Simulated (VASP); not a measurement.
These are MS2 meta-GGA, VASP's PBE PAW potentials (set 64) (plane waves; VASP) values and carry that method's errors.

VASP ran on this input.

File POSCAR:
```
InAs
1.0
  0.0000000000   3.0492314656   3.0492314656
  3.0492314656   0.0000000000   3.0492314656
  3.0492314656   3.0492314656   0.0000000000
In As
1 1
direct
  0.0000000000   0.0000000000   0.0000000000
  0.2500000000   0.2500000000   0.2500000000
```

### INCAR
```
ALGO = Normal
EDIFF = 1E-6
EDIFFG = -0.01
ENCUT = 520
IBRION = 2
ISIF = 3
ISMEAR = 1
LASPH = T
LCHARG = F
LMAXMIX = 4
LMIXTAU = T
LREAL = F
LWAVE = F
METAGGA = MS2
NELM = 100
NSW = 60
PREC = Accurate
SIGMA = 0.1
SYSTEM = InAs
```

File KPOINTS:
```
Automatic mesh
0
Gamma
9 9 9
0 0 0
```

POTCAR, in this order: In_d As (PBE.64 set). Program: vasp_std.

Output of the run:

File OSZICAR:
```
       N       E                     dE             d eps       ncg     rms          rms(c)
DAV:   1     0.101520307587E+03    0.10152E+03   -0.76759E+03   920   0.135E+03
DAV:   2    -0.950323663716E+01   -0.11102E+03   -0.10766E+03   940   0.305E+02
DAV:   3    -0.169046982672E+02   -0.74015E+01   -0.73615E+01  1215   0.857E+01
DAV:   4    -0.170840706213E+02   -0.17937E+00   -0.17926E+00  1045   0.147E+01
DAV:   5    -0.170920114575E+02   -0.79408E-02   -0.79406E-02  1284   0.286E+00    0.189E+01
DAV:   6    -0.622873330700E+01    0.10863E+02   -0.25159E+01  1085   0.128E+02    0.472E+00
DAV:   7    -0.569556230652E+01    0.53317E+00   -0.39872E+00  1050   0.401E+01    0.482E+00
DAV:   8    -0.533929625382E+01    0.35627E+00   -0.89602E-01   910   0.114E+01    0.168E+00
DAV:   9    -0.549538218694E+01   -0.15609E+00   -0.20007E-01   920   0.719E+00    0.833E-01
DAV:  10    -0.549223723214E+01    0.31450E-02   -0.18220E-02  1070   0.241E+00    0.483E-01
DAV:  11    -0.548240080235E+01    0.98364E-02   -0.26516E-02   920   0.187E+00    0.377E-01
DAV:  12    -0.549360959331E+01   -0.11209E-01   -0.16694E-02   930   0.257E+00    0.193E-01
DAV:  13    -0.549278212607E+01    0.82747E-03   -0.11392E-03  1135   0.711E-01    0.148E-01
DAV:  14    -0.549277320334E+01    0.89227E-05   -0.30663E-05  1077   0.871E-02    0.132E-01
DAV:  15    -0.549279617947E+01   -0.22976E-04   -0.57333E-04  1055   0.382E-01    0.473E-02
DAV:  16    -0.549279879655E+01   -0.26171E-05   -0.63160E-05  1090   0.121E-01    0.818E-03
DAV:  17    -0.549279906441E+01   -0.26786E-06   -0.13632E-06   957   0.923E-03
   1 F= -.54927991E+01 E0= -.54928399E+01  d E =-.549280E+01
```

File OUTCAR:
```
------------------------ aborting loop because EDIFF is reached ----------------------------------------
  FORCE on cell =-STRESS in cart. coord.  units (eV):
  Direction    XX          YY          ZZ          XY          YZ          ZX
  --------------------------------------------------------------------------------------
  Total       -0.0187458     -0.0187458     -0.0187458      0.0000000      0.0000000     -0.0000000
  in kB       -0.5296796     -0.5296796     -0.5296796      0.0000000      0.0000000     -0.0000000
  external PRESSURE =      -0.5296796 kB  Pullay stress =       0.0000000 kB
  volume of cell :       56.70
      direct lattice vectors                 reciprocal lattice vectors
     0.000000000  3.049231466  3.049231466    -0.163975745  0.163975745  0.163975745
     3.049231466  0.000000000  3.049231466     0.163975745 -0.163975745  0.163975745
     3.049231466  3.049231466  0.000000000     0.163975745  0.163975745 -0.163975745
  FREE ENERGIE OF THE ION-ELECTRON SYSTEM (eV)
  ---------------------------------------------------
  free  energy   TOTEN  =        -5.4927990644 eV

  energy  without entropy=       -5.4929216007  energy(sigma->0) =       -5.49283991

 reached required accuracy - stopping structural energy minimisation
```
(Selected blocks of OUTCAR.)

The compound is InAs in the zinc blende structure. It was relaxed first. The start is the result of an earlier pass.
